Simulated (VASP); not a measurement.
Output of a VASP run:

File OUTCAR:
```
 ion  position               nearest neighbor table
   1  0.333  0.667  0.250-   2 3.43   2 3.43   2 3.43   2 3.43   2 3.43   2 3.43
   2  0.667  0.333  0.750-   1 3.43   1 3.43   1 3.43   1 3.43   1 3.43   1 3.43
  LATTYP: Found a hexagonal cell.
 ALAT       =     3.5645327263
 C/A-ratio  =     1.5364345997
 Subroutine PRICEL returns:
 Original cell was already a primitive cell.
 Subroutine GETGRP returns: Found 24 space group operations
The static configuration has the point symmetry D_3d.
 The point group associated with its full space group is D_6h.
The dynamic configuration has the point symmetry D_3d.
 Subroutine INISYM returns: Found 24 space group operations
 Subroutine IBZKPT returns following result:
 Found    105 irreducible k-points:

 Following reciprocal coordinates:
            Coordinates               Weight
  0.000000  0.000000  0.000000      1.000000
  0.076923  0.000000  0.000000      6.000000
  0.153846  0.000000  0.000000      6.000000
  0.230769 -0.000000  0.000000      6.000000
  0.307692  0.000000  0.000000      6.000000
  0.384615 -0.000000  0.000000      6.000000
  0.461538 -0.000000  0.000000      6.000000
  0.076923  0.076923  0.000000      6.000000
  0.153846  0.076923  0.000000     12.000000
  0.230769  0.076923  0.000000     12.000000
  0.307692  0.076923  0.000000     12.000000
  0.384615  0.076923  0.000000     12.000000
  0.461538  0.076923  0.000000      6.000000
  0.153846  0.153846  0.000000      6.000000
  0.230769  0.153846  0.000000     12.000000
  0.307692  0.153846  0.000000     12.000000
  0.384615  0.153846  0.000000     12.000000
  0.230769  0.230769  0.000000      6.000000
  0.307692  0.230769  0.000000     12.000000
  0.384615  0.230769  0.000000      6.000000
  0.307692  0.307692  0.000000      6.000000
  0.000000  0.000000  0.125000      2.000000
  0.076923  0.000000  0.125000     12.000000
  0.153846  0.000000  0.125000     12.000000
  0.230769 -0.000000  0.125000     12.000000
  0.307692  0.000000  0.125000     12.000000
  0.384615 -0.000000  0.125000     12.000000
  0.461538 -0.000000  0.125000     12.000000
  0.076923  0.076923  0.125000     12.000000
  0.153846  0.076923  0.125000     24.000000
  0.230769  0.076923  0.125000     24.000000
  0.307692  0.076923  0.125000     24.000000
  0.384615  0.076923  0.125000     24.000000
  0.461538  0.076923  0.125000     12.000000
  0.153846  0.153846  0.125000     12.000000
  0.230769  0.153846  0.125000     24.000000
  0.307692  0.153846  0.125000     24.000000
  0.384615  0.153846  0.125000     24.000000
  0.230769  0.230769  0.125000     12.000000
  0.307692  0.230769  0.125000     24.000000
   k-points           NKPTS =    105   k-points in BZ     NKDIM =    105   number of bands    NBANDS=     13
   number of dos      NEDOS =    601   number of ions     NIONS =      2
   total plane-waves  NPLWV =  32928
   dimension x,y,z NGX =    28 NGY =   28 NGZ =   42
   dimension x,y,z NGXF=    56 NGYF=   56 NGZF=   84
   ions per type =               2
   PREC   = accura    normal or accurate (medium, high low for compatibility)
   ISTART =      0    job   : 0-new  1-cont  2-samecut
   ICHARG =      2    charge: 1-file 2-atom 10-const
   ISPIN  =      1    spin polarized calculation?
   LNONCOLLINEAR =      F non collinear calculations
   LSORBIT =      F    spin-orbit coupling
   INIWAV =      1    electr: 0-lowe 1-rand  2-diag
   ENCUT  =  520.0 eV  38.22 Ry    6.18 a.u.   6.63  6.63 10.18*2*pi/ulx,y,z
   NELM   =    100;   NELMIN=  2; NELMDL= -5     # of ELM steps
   EDIFF  = 0.1E-06   stopping-criterion for ELM
   LREAL  =      F    real-space projection
   NLSPLINE    = F    spline interpolate recip. space projectors
   LMAXMIX     =    6 max onsite mixed and CHGCAR
   VOSKOWN=      0    Vosko Wilk Nusair interpolation
   EDIFFG = 0.1E-05   stopping-criterion for IOM
   NSW    =      0    number of steps for IOM
...
```

OSZICAR:
```
       N       E                     dE             d eps       ncg     rms          rms(c)
DAV:   1     0.974259459610E+02    0.97426E+02   -0.82595E+03  3004   0.130E+03
DAV:   2     0.756434206559E+00   -0.96670E+02   -0.95049E+02  3975   0.564E+02
DAV:   3    -0.430272776167E+01   -0.50592E+01   -0.48139E+01  4545   0.964E+01
DAV:   4    -0.452074087108E+01   -0.21801E+00   -0.21199E+00  4673   0.132E+01
DAV:   5    -0.452575613378E+01   -0.50153E-02   -0.49361E-02  4497   0.226E+00    0.245E+01
DAV:   6    -0.453837412165E+01   -0.12618E-01   -0.21481E-02  4616   0.198E+00    0.147E+01
DAV:   7    -0.455265105169E+01   -0.14277E-01   -0.39444E-02  4370   0.280E+00    0.298E-01
DAV:   8    -0.455259071680E+01    0.60335E-04   -0.22491E-03  3874   0.539E-01    0.780E-02
DAV:   9    -0.455262012466E+01   -0.29408E-04   -0.20463E-04  4602   0.165E-01    0.333E-02
DAV:  10    -0.455261842388E+01    0.17008E-05   -0.25384E-05  4597   0.535E-02    0.418E-02
DAV:  11    -0.455261899199E+01   -0.56811E-06   -0.24926E-06  3872   0.134E-02    0.339E-03
DAV:  12    -0.455261916652E+01   -0.17452E-06   -0.19487E-07  2569   0.635E-03    0.247E-03
DAV:  13    -0.455261919903E+01   -0.32516E-07   -0.65355E-08  2290   0.784E-03
   1 F= -.45526192E+01 E0= -.45526192E+01  d E =0.000000E+00
```

### OUTCAR
```
------------------------ aborting loop because EDIFF is reached ----------------------------------------
  FORCE on cell =-STRESS in cart. coord.  units (eV):
  Direction    XX          YY          ZZ          XY          YZ          ZX
  --------------------------------------------------------------------------------------
  Total       -0.0705579     -0.0705579      0.1783422     -0.0000000     -0.0000000     -0.0000000
  in kB       -1.8758741     -1.8758741      4.7414621     -0.0000000     -0.0000000     -0.0000000
  external PRESSURE =       0.3299046 kB  Pullay stress =       0.0000000 kB
  volume of cell :       60.26
      direct lattice vectors                 reciprocal lattice vectors
     1.782266340 -3.086975907  0.000000000     0.280541684 -0.161970814  0.000000000
     1.782266340  3.086975907  0.000000000     0.280541684  0.161970814  0.000000000
     0.000000000  0.000000000  5.476671412     0.000000000  0.000000000  0.182592660
 POSITION                                       TOTAL-FORCE (eV/Angst)
 -----------------------------------------------------------------------------------
      1.78227      1.02899      1.36917         0.000000      0.000000      0.000000
      1.78227     -1.02899      4.10750        -0.000000     -0.000000      0.000000
 -----------------------------------------------------------------------------------
    total drift:                                0.000002      0.000088     -0.000011
  FREE ENERGIE OF THE ION-ELECTRON SYSTEM (eV)
  ---------------------------------------------------
  free  energy   TOTEN  =        -4.5526191990 eV

  energy  without entropy=       -4.5526191990  energy(sigma->0) =       -4.55261920

 total charge

# of ion       s       p       d       tot
------------------------------------------
    1        0.489   6.464   1.131   8.084
    2        0.489   6.464   1.131   8.084
--------------------------------------------------
tot          0.978  12.927   2.262  16.167
```
(Selected blocks of OUTCAR.)

**POSCAR**
```
Ho
1
    1.7822663399    -3.0869759070     0.0000000000
    1.7822663399     3.0869759070     0.0000000000
    0.0000000000     0.0000000000     5.4766714123
Ho
2
Direct
  0.3333330000   0.6666670000   0.2500000000
  0.6666670000   0.3333330000   0.7500000000
```

Task: Write an INCAR and KPOINTS that could have produced this output.

Result: One answer among several that fit: the input of the run itself, rev-vdW-DF2, plane waves, VASP's PBE PAW potentials (set 64).

**KPOINTS**
```
Regular mesh
0
G
  13 13 8
```

INCAR:
```
# general
SYSTEM   = Ho
PREC     = Accurate
ENCUT    = 520
LREAL    = .FALSE.
LASPH    = .TRUE.

# electronic loop
EDIFF    = 1E-7
NELM     = 100
ALGO     = Normal
LMAXMIX  = 6

# smearing
ISMEAR   = -5

# functional
GGA      = MK
LUSE_VDW = .TRUE.
AGGAC    = 0.0
PARAM1   = 0.1234568
PARAM2   = 0.7114
ZAB_VDW  = -1.8867

# ions
ISIF     = 2

# output
LWAVE    = .FALSE.
LCHARG   = .TRUE.
LORBIT   = 11
NEDOS    = 601
```

POTCAR, in this order: Ho_3 (PBE.64 set). Program: vasp_std.

The 4f electrons are frozen in the core of the lanthanide potential, so 4f levels, which can set the real gap, and their magnetism are missing. For a metal the tetrahedron method with Blöchl corrections gives inexact stress and forces.

The compound is Ho in the hcp structure. It was relaxed first.
